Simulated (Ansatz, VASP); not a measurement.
## GaAs in two plane-wave programs

One calculation is typed for both programs; each brings its own data sets. How far apart do they land? The cell is taken from a series of runs on this material, whose earlier steps may have relaxed, scaled, displaced or heated it; both programs get it as it stands.

Program: Ansatz 0.2.0. Level of theory: plane waves, with VASP 6.6.1 beside it; G0W0 gap at PBE, DFT+U. Results are calculated unless marked as measured.

## Step 1: The starting structure

It takes space group F-43m (No. 216, cubic). The conventional cell has a = 5.654 Å, b = 5.654 Å, c = 5.654 Å, α = 90.00°, β = 90.00°, γ = 90.00°. Ga has 4 As at 2.45 Å nearest. Nearest to As lie 4 Ga at 2.45 Å. Farther neighbours are not listed.

## Step 2: Ansatz: G0W0 gap, PBE, DFT+U

Ansatz runs on its PAW soft_1 files.

Quasiparticle shifts depend on high empty states and on the cores, so they are the hardest test of two PAW sets.

input.yaml

```yaml
crystal:
  lattice:
    - [0.0, 2.82685, 2.82685]
    - [2.82685, 0.0, 2.82685]
    - [2.82685, 2.82685, 0.0]
  atoms:
    - { symbol: Ga, position: [0.0, 0.0, 0.0] }
    - { symbol: As, position: [0.25, 0.25, 0.25] }
kpoints:
  mp_grid: { grid: [6, 6, 6] }
hamiltonian:
  xc: pbe
  hubbard:
    projectors: ortho-atomic
    sites: [{ species: Ga, l: d, u_eff: 1.0 }]
  pseudopotentials: { kind: paw, azcp: { folder: soft_1 } }
scf:
  occupations: { method: fixed }
gw:
  n_empty_bands: 188
  ecut_chi: 150.0
  qp_bands: [v2, c2]
  qp_kpoints: band_edges
  screening: { model: contour_deformation }
```

Started as:

```console
> ansatz run input.yaml --threads 3 --pin off --max-ram 92160MiB --backend cuda --events-out ev --progress --plain --runs-dir out --devices 1 --max-vram 13GiB
```

Numbers of over 12 decimals in the logs are rounded to 6 here.

What it wrote:

```text
GPUs: using 1 of 1 available (devices: 1).
Engine: ansatz 0.2.0, x86_64-unknown-linux-gnu
Pseudopotentials: kind: paw
Pseudopotential: Ga, paw, valence charge 13, recommended cutoff 420 eV (normal), soft_1/Ga.paw.azcp
Pseudopotential: As, paw, valence charge 15, recommended cutoff 420 eV (normal), soft_1/As.paw.azcp
Functional definition: PBE
  parameter kappa = 0.804
  parameter beta = 0.066725
  exchange = pbe_x(kappa = kappa, mu = beta*pi^2/3)
  correlation = pbe_c(beta = beta)
device memory: the entry about to start is reckoned to put 0.5 GiB on a device that reports 60.4 GiB free (of which the cap on the GPU budget leaves the run 13.0 GiB)
GPU FFT provider: cuFFT
GPU libraries: cuBLAS 13.8.2, cuFFT 12.4.0, cuSOLVER 12.3.4
Crystal: 2 atoms, lattice volume = 45.179 Å³
Basis set: ecut = 420 eV, 893 PW (Γ)
Bands: 18, of which v1, the nominal top of the filled ones, is band 14 counted from 1 (13 counted from 0)
Symmetry: 24 space group operations
Space group: F-43m (ITA 216), of the structure as read, at distance tolerance 3.6e-5 Å
k-points: 16 of 216 (time reversal used)
Non-local potential: Ga, projectors of the file, l = 0: 2, l = 1: 2, l = 2: 3, l = 3: 1
Non-local potential: As, projectors of the file, l = 0: 2, l = 1: 2, l = 2: 3, l = 3: 1
PAW form: soft (Blöchl's): semilocal exchange-correlation on the pseudo side does not see the compensation charge
PAW one-centre angular grid: Ga, 590 points (default); XC on 64 Gauss nodes
PAW one-centre angular grid: As, 590 points (default); XC on 64 Gauss nodes
Initial density: superposition of atomic densities (chi_scale 0.1, normalization cell, long waves kept (reshape's long-wave potential 0.00 eV rms))
Initial wavefunctions: pseudopotential atomic-orbital guess
GPU buffer pool allocated for 19683 grid points (all kernels)
GPU transforms: local potential and band sums: pruned to the plane-wave sphere, on 25×27×27
Functional: x = pbe(κ = 0.804, μ = 0.219515), c = pbe(β = 0.066725)
iter 1 solved again at ethr=1.78e-3 eV; its pass at ethr=3.10e-3 eV (dr2=4.98e-1 eV) is discarded
SCF iter   1: F=—  HF=-8639.907925 eV  |F-HF|=—  |Δ(HF+E_count)|=         —  Δρ=4.41e-2  dr2=4.94e-1  ethr=1.78e-3  ⟨swp⟩=1.0  Hψ=1655  notcnv=0  defer=1
preconditioner: auto → none  [insulator: Δε(μ)=0.524 eV  Ē_g=16.005 eV  n_scr=14 (ndim 8)  ℏωp=23.4 eV  f_vac=0.001  ε∞_Penn≈3.1]
SCF iter   2: F=—  HF=-8639.834516 eV  |F-HF|=—  |Δ(HF+E_count)|=   7.34e-2  Δρ=1.92e-2  dr2=9.15e-2  ethr=1.76e-3  ⟨swp⟩=2.0  Hψ=326  notcnv=0  defer=26
SCF iter   3: F=—  HF=-8639.826658 eV  |F-HF|=—  |Δ(HF+E_count)|=   7.86e-3  Δρ=4.70e-3  dr2=5.85e-3  ethr=3.27e-4  ⟨swp⟩=2.1  Hψ=472  notcnv=0  defer=26
SCF iter   4: F=—  HF=-8639.821972 eV  |F-HF|=—  |Δ(HF+E_count)|=   4.69e-3  Δρ=8.05e-4  dr2=1.23e-4  ethr=2.09e-5  ⟨swp⟩=2.4  Hψ=479  notcnv=0  defer=29
SCF iter   5: F=—  HF=-8639.822070 eV  |F-HF|=—  |Δ(HF+E_count)|=   9.75e-5  Δρ=1.99e-4  dr2=1.11e-5  ethr=4.41e-7  ⟨swp⟩=2.6  Hψ=500  notcnv=0  defer=27
SCF iter   6: F=—  HF=-8639.822076 eV  |F-HF|=—  |Δ(HF+E_count)|=   6.04e-6  Δρ=4.58e-5  dr2=7.59e-7  ethr=3.98e-8  ⟨swp⟩=2.0  Hψ=512  notcnv=0  defer=5
SCF iter   7: F=-8639.822076 eV  HF=-8639.822076 eV  |F-HF|=4.80e-9  |Δ(HF+E_count)|=   1.33e-7  Δρ=8.87e-6  dr2=2.48e-8  ethr=3.57e-10  ⟨swp⟩=5.6  Hψ=1252  notcnv=0
SCF 1 converged in 7 iterations: F = -8639.822076 eV  dr2 = 2.48e-8
  greatest PAW one-centre occupation: 0.999 electrons in one spin orbital (limit 2), on the As atom at site 1 (counted from 0), in its partial waves of l = 2
device memory: the entry about to start is reckoned to put 0.6 GiB on a device that reports 62.9 GiB free (of which the cap on the GPU budget leaves the run 13.0 GiB)
NSCF: frozen V_eff on 16 k-points, pencils in batches of 32, up to order 72
the band table was solved once the SCF had ended and its energy, with any forces and stress, was formed, with the checks that follow a solve (1095 applications of the Hamiltonian). They found nothing against the state; the energy, forces and stress were not computed again (output.eigenvalues in the input reference)
device memory: the entry about to start is reckoned to put 3.2 GiB on a device that reports 63.1 GiB free (of which the cap on the GPU budget leaves the run 13.0 GiB)
NSCF: frozen V_eff on 16 k-points
G₀W₀ screening: q 1/16
[... further progress lines ...]
device memory: the entry about to start is reckoned to put 0.3 GiB on a device that reports 52.1 GiB free (of which the cap on the GPU budget leaves the run 13.0 GiB)
NSCF: frozen V_eff on 1 k-points
device memory: the entry about to start is reckoned to put 0.3 GiB on a device that reports 52.1 GiB free (of which the cap on the GPU budget leaves the run 13.0 GiB)
NSCF: frozen V_eff on 1 k-points
SCF converged after 7 iterations
Free energy (F): -8639.822076 eV
Harris-Foulkes:  -8639.822076 eV  (|F-HF|=4.80e-9)
Internal energy: -8639.822076 eV  (E = F + TS)
E sigma→0 (E₀):  -8639.822076 eV
Fermi energy:    7.930296 eV
--- Per-component energies (eV) ---
  E_band       = -323.912479
  E_kinetic    = 210.019460
  E_local      = -3658.625640  (includes V_loc(G=0)·N_el)
  E_nonlocal   = -486.130136
  E_hartree    = 2132.712638
  E_xc         = -133.979297
  E_vxc        = -130.071306  (∫ρ·V_xc dr)
  E_hubbard    = 0.004125  (on-site DFT+U / exact-exchange correction)
  E_vhub       = -4.987621  (the Hubbard potential's part of the band-sum identity)
  E_paw        = -4005.095200  (= ΣΔE_a)
  E_vpaw       = -519.541713  (= ΣTr[D̂ρ^β])
  E_aug_tail   = -0.000239  (compensation charges beyond the density's cutoff)
  E_ewald      = -2698.727786
  E_smearing   = -0.000000  (= −TS)
  E_closure    = 0.000000  (closes the sum)
  Σ components = -8639.822076   (vs F -8639.822076, Δ=0.00e0)
--- Band table (eV; the first three rows and the last of 16) ---
  k-point 0: bands = [... 10 lower, -4.7933, 7.9303, 7.9303, 7.9303, 8.4505, 11.6683, 11.6683, 11.6683]
  k-point 1: bands = [... 10 lower, -4.4770, 5.2211, 7.5504, 7.5504, 9.5673, 12.2151, 12.2151, 12.6173]
  k-point 2: bands = [... 10 lower, -3.6568, 2.5574, 7.0050, 7.0050, 9.1511, 12.6341, 12.6341, 15.1835]
  k-point 15: bands = [... 10 lower, -2.2648, 1.2565, 4.5895, 4.7344, 11.2095, 11.3886, 15.0497, 15.3514]
Occupation matrices written to <dir>
--- G₀W₀: contour deformation, 8 samples at zero and on the imaginary axis and 2 off it, 216 q-points, 188 empty bands' worth ---
  eigenvalues of the whole cell's RPA ε∞ on this k-mesh (on a slab, of 1 + 4πα/V) = 49.3030, 49.3030, 49.3030; static W/v taken at q = 0 is 0.020283
  bands read: the sum over 202 bands ends inside a degenerate multiplet in 2 slots, whose members it reads at an even weight; the widest, k=0: bands 202 to 204 (counted from 1) at 1/3 each
  gw.qp_kpoints: band_edges: 8 of 16 stored k-points solved, in 1 pass; an edge of the gap read off the rows below is read off those points alone
    valence top: of the k-points left out ik 8 came nearest to being solved in a further pass, in band 14 (counted from 1, as in the quasiparticle table): it holds the edge there only if its correction is more favourable than any solved in that band by at least 0.526 eV; those differ by 0.098 eV
    conduction bottom: of the k-points left out ik 10 came nearest to being solved in a further pass, in band 15 (counted from 1, as in the quasiparticle table): it holds the edge there only if its correction is more favourable than any solved in that band by at least 0.950 eV; those differ by 0.388 eV
    ik  band        ε_KS         Σx   Σc(E_QP)       V_xc       Z   E_QP_lin       E_QP  E_QP is
     0    13      7.9303   -16.8320     1.0298   -15.2962  0.7492     7.3881     7.4243  root
     0    14      7.9303   -16.8320     1.0298   -15.2962  0.7492     7.3881     7.4243  root
     0    15      8.4505   -12.0369    -3.7934   -16.0437  0.7609     8.6663     8.6639  root
     0    16     11.6683    -7.8331    -4.3359   -12.1869  0.7454    11.6862    11.6862  root
     1    13      7.5504   -16.4988     1.1308   -14.8548  0.7471     6.9955     7.0371  root
     1    14      7.5504   -16.4988     1.1308   -14.8548  0.7471     6.9955     7.0371  root
     1    15      9.5673   -10.4229    -3.8639   -14.3906  0.7568     9.6715     9.6710  root
     1    16     12.2151    -7.9925    -4.5012   -12.5192  0.7392    12.2406    12.2406  root
     2    13      7.0050   -16.2986     1.3334   -14.4093  0.7428     6.4237     6.4489  root
     2    14      7.0050   -16.2986     1.3334   -14.4093  0.7428     6.4237     6.4489  root
     2    15      9.1511    -9.7858    -3.8134   -13.6692  0.7607     9.2212     9.2210  root
     2    16     12.6341    -7.5772    -4.6123   -12.1939  0.7357    12.6385    12.6385  root
     3    13      6.7903   -16.2618     1.4278   -14.2679  0.7409     6.1979     6.2242  root
     3    14      6.7903   -16.2618     1.4278   -14.2679  0.7409     6.1979     6.2242  root
     3    15      8.9347    -9.8397    -3.7537   -13.6520  0.7616     8.9935     8.9933  root
     3    16     12.5741    -7.3217    -4.5579   -11.8634  0.7378    12.5580    12.5580  root
     4    13      6.9193   -16.0327     1.3079   -14.1725  0.7421     6.3420     6.3671  root
     4    14      6.9193   -16.0327     1.3079   -14.1725  0.7421     6.3420     6.3671  root
     4    15     10.4481    -8.9788    -4.0373   -13.0526  0.7520    10.4846    10.4846  root
     4    16     11.0511    -9.5499    -4.1390   -13.7165  0.7507    11.0787    11.0787  root
     6    13      5.2985   -15.5912     1.8285   -13.2026  0.7225     4.7112     4.7383  root
     6    14      6.2934   -15.9706     1.6012   -13.7887  0.7357     5.6842     5.7127  root
     6    15     10.2606    -9.1873    -3.9940   -13.1993  0.7550    10.2786    10.2786  root
     6    16     12.4000    -7.6479    -4.5856   -12.2187  0.7373    12.3852    12.3852  root
     9    13      5.7075   -15.7406     1.8442   -13.3021  0.7277     5.0822     5.1133  root
     9    14      5.7075   -15.7406     1.8442   -13.3021  0.7277     5.0822     5.1133  root
     9    15      9.5096    -7.6178    -3.7452   -11.2586  0.7641     9.4057     9.4052  root
     9    16     10.5790    -7.7005    -4.1130   -11.7542  0.7564    10.5199    10.5196  root
    12    13      5.2561   -15.6624     2.0449   -13.0138  0.7210     4.6189     4.6524  root
    12    14      5.2561   -15.6624     2.0449   -13.0138  0.7210     4.6189     4.6524  root
    12    15      9.3989    -6.8771    -3.7504   -10.4533  0.7677     9.2260     9.2248  root
    12    16      9.5940    -8.1677    -3.7967   -11.8965  0.7616     9.5263     9.5260  root
```

(Part 1 of 2 ends here.)

[Lines on the potential files, build, host, timing and source positions are cut from VASP's logs without a mark.]

[Logs are printed without paths, hosts, clocks, repeated set-up lines and the standing remarks that a program may print on its own settings, such as how far it seeks lower states.]

[Hosts, paths, dates, database ids (printed as entryN), source tags and the programs' standing remarks are cut or masked in the printed files.]
